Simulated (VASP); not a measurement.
Given:

```
CELL_PARAMETERS angstrom
      2.26327    -3.92009     0.00000
      2.26327     3.92009     0.00000
      0.00000     0.00000     5.04575
ATOMIC_POSITIONS crystal
  Se 0.00000 0.21885 0.66667
  Se 0.78115 0.78115 0.00000
  Se 0.21885 0.00000 0.33333
```

Method: PBE GGA, VASP's PBE PAW potentials (set 64) (plane waves; VASP 6.6.1). Settings: 520 eV cut-off, 8×8×6 Γ-centred mesh, tetrahedra with Blöchl corrections, potentials Se.

Without a dispersion term in the relaxation, distances and binding between the weakly bound layers, chains or molecules are unreliable, and so is what depends on them.

Q: Estimate the energy per atom (σ→0).

A: 
```
Property                       Result
---------------------  --------------
energy per atom (σ→0)  -3504 meV/atom
```

The absolute energy has meaning only against runs of the same code, potentials and settings.

The compound is Se in the trig structure. It was relaxed first, which changed the volume by +9 %.
